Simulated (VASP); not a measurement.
Input of a VASP 6.6.1 run:

Contents of POSCAR:

```
ZnSe                                    
1.0
    0.0000000000      2.8701324923      2.8701324923
    2.8701324923     -0.0000000000      2.8701324923
    2.8701324923      2.8701324923      0.0000000000
  Zn              Se            
     1     1
Direct
     0.0000000000000000    0.0000000000000000    0.0000000000000000
     0.2500000000000000    0.2500000000000000    0.2500000000000000
```

INCAR.step1

```
SYSTEM = ZnSe
ALGO = Normal
EDIFF = 1E-7
ENCUT = 520
GGA = PE
GGA_COMPAT = .FALSE.
ISIF = 2
ISMEAR = 0
KPAR = 4
LASPH = .TRUE.
LCHARG = .TRUE.
LORBIT = 11
LREAL = .FALSE.
LSORBIT = .TRUE.
LWAVE = .FALSE.
MAGMOM = 0 0 0 0 0 0
NBANDS = 30
NELM = 100
PREC = Accurate
SIGMA = 0.02
```

KPOINTS.step1

```
k-points
0
G
  10 10 10
  0 0 0
```

INCAR.step2

```
SYSTEM = ZnSe
ALGO = Normal
EDIFF = 1E-7
ENCUT = 520
GGA = PE
GGA_COMPAT = .FALSE.
ICHARG = 11
ISIF = 2
ISMEAR = 0
KPAR = 4
LASPH = .TRUE.
LCHARG = .FALSE.
LORBIT = 11
LREAL = .FALSE.
LSORBIT = .TRUE.
LWAVE = .FALSE.
MAGMOM = 0 0 0 0 0 0
NBANDS = 30
NELM = 100
PREC = Accurate
SIGMA = 0.05
```

KPOINTS.step2

```
path GXWKGLUWLK,UX
20
line-mode
reciprocal
 0.0000000000  0.0000000000  0.0000000000  G
 0.5000000000  0.0000000000  0.5000000000  X

 0.5000000000  0.0000000000  0.5000000000  X
 0.5000000000  0.2500000000  0.7500000000  W

 0.5000000000  0.2500000000  0.7500000000  W
 0.3750000000  0.3750000000  0.7500000000  K

 0.3750000000  0.3750000000  0.7500000000  K
 0.0000000000  0.0000000000  0.0000000000  G

 0.0000000000  0.0000000000  0.0000000000  G
 0.5000000000  0.5000000000  0.5000000000  L

 0.5000000000  0.5000000000  0.5000000000  L
 0.6250000000  0.2500000000  0.6250000000  U

 0.6250000000  0.2500000000  0.6250000000  U
 0.5000000000  0.2500000000  0.7500000000  W

 0.5000000000  0.2500000000  0.7500000000  W
 0.5000000000  0.5000000000  0.5000000000  L

 0.5000000000  0.5000000000  0.5000000000  L
 0.3750000000  0.3750000000  0.7500000000  K

 0.6250000000  0.2500000000  0.6250000000  U
 0.5000000000  0.0000000000  0.5000000000  X
```

Potentials or basis: VASP PAW PBE potentials, release 64 (Zn, Se).

Run with:

```bash
$ cat potpaw_PBE.64/Zn/POTCAR potpaw_PBE.64/Se/POTCAR > POTCAR
$ cp INCAR.step1 INCAR
$ cp KPOINTS.step1 KPOINTS
$ mpirun -np 4 vasp_ncl > vasp.out
$ cp INCAR.step2 INCAR
$ cp KPOINTS.step2 KPOINTS
$ mpirun -np 4 vasp_ncl > vasp.out
```

**Question.** Predict the net moment.

**Answer.** 0.00 μB per cell.

Moments on the atoms (μB; x, y, z):
```
Zn  0.00 0.00 0.00
Se  0.00 0.00 0.00
```
